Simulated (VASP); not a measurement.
Crystal: TaSn.

```
Ta Sn
1.0
     3.49973    0.00000    0.00000
    -1.74986    3.03085    0.00000
     0.00000    0.00000    5.59411
Ta Sn
1 1
Direct
  0.00000 0.00000 0.50000
  0.66667 0.33333 0.00000
```

The cell was built by a generator and needn't be a form met in nature.

| Property | Result |
| --- | --- |
| Program | VASP 6.6.1 |
| Task | relaxation of cell and atoms |
| Functional | PBE |
| Potentials or basis | VASP PAW PBE potentials, release 64 (Ta_pv, Sn_d) |
| Cutoff | 520 eV |
| k mesh | 7 × 7 × 4 |
| Occupations | gaussian, width 0.15 eV |
| Spin | no spin polarisation |

At the start: pressure -21.0 GPa; volume 29.67 Å³/atom.

**Question.** How do energy, volume and symmetry change on relaxing?

**Answer.** Over 8 steps the energy falls by 979.8 meV/atom and the volume is 20.13 Å³/atom (-32.2 %); space group P-6m2 (No. 187, to 0.05 Å).

The path:
```
step  energy change (eV)  largest force (eV/Å)  pressure (GPa)  volume (Å³)
   1              0.0000                0.0000          -21.03        59.34
   2             -0.7070                0.0000           56.81        31.77
   3             -1.8873                0.0000           -1.98        40.71
   4             -1.8910                0.0000            0.44        40.22
   5             -1.9549                0.0000            2.27        39.65
   6             -1.9554                0.0000            2.34        39.69
   7             -1.9513                0.0000           -2.42        41.19
   8             -1.9596                0.0000            0.16        40.26
```

Final structure:
```
CELL_PARAMETERS angstrom
3.17010 0.00000 0.00000
-1.58505 2.74539 0.00000
0.00000 0.00000 4.62540
ATOMIC_POSITIONS crystal
Ta 0.00000 0.00000 0.50000
Sn 0.66667 0.33333 0.00000
```

Caveat: the volume moved by over 15 % at a fixed basis, so the end points are rough.
